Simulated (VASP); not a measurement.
VASP input:

**INCAR**
```
# general
SYSTEM   = CoAl
PREC     = Accurate
ENCUT    = 520
LREAL    = .FALSE.
LASPH    = .TRUE.

# electronic loop
EDIFF    = 1E-7
NELM     = 100
ALGO     = Normal
LMAXMIX  = 4

# smearing
ISMEAR   = 1
SIGMA    = 0.1

# functional
GGA      = BO
LUSE_VDW = .TRUE.
AGGAC    = 0.0
PARAM1   = 0.1833333333
PARAM2   = 0.22

# ions
ISIF     = 2

# output
LWAVE    = .FALSE.
LCHARG   = .FALSE.
```

### POSCAR
```
CoAl
1
    2.8998217123     0.0000000000     0.0000000000
    0.0000000000     2.8998217123     0.0000000000
    0.0000000000     0.0000000000     2.8998217123
Al Co
1 1
Direct
  0.5000000000   0.5000000000   0.5000000000
  0.0000000000   0.0000000000   0.0000000000
```

**KPOINTS**
```
Automatic mesh
0
Gamma
13 13 13
0 0 0
```

POTCAR, in this order: Al Co (PBE.64 set). Program: vasp_std.

Translate this optB88-vdW calculation to Quantum ESPRESSO's pw.x.

One equivalent input (not run):
```
&CONTROL
  calculation = 'scf'
  pseudo_dir = './pseudo'
  outdir = './out'
  tprnfor = .true.
  tstress = .true.
/
&SYSTEM
  ibrav = 0
  nat = 2
  ntyp = 2
  ecutwfc = 96
  occupations = 'smearing'
  smearing = 'methfessel-paxton'
  degauss = 0.00735
  input_dft = 'vdw-df-obk8'
/
&ELECTRONS
  conv_thr = 7.3e-09
  electron_maxstep = 100
/
ATOMIC_SPECIES
  Al 26.982 Al.upf
  Co 58.933 Co.upf
CELL_PARAMETERS angstrom
     2.8998217    0.0000000    0.0000000
     0.0000000    2.8998217    0.0000000
     0.0000000    0.0000000    2.8998217
ATOMIC_POSITIONS crystal
  Al   0.5000000  0.5000000  0.5000000
  Co   0.0000000  0.0000000  0.0000000
K_POINTS automatic
  13 13 13 0 0 0
```
What does not carry over: the potentials are each code's own (VASP's PAW set, PseudoDojo norm-conserving files in pw.x), so ENCUT and ecutwfc are chosen apart and not converted; conv_thr bounds pw.x's estimated SCF error, while EDIFF bounds the energy change between steps.

The compound is CoAl in the CsCl type structure. This cell is one point of a volume scan, at 1.06 of the reference volume.
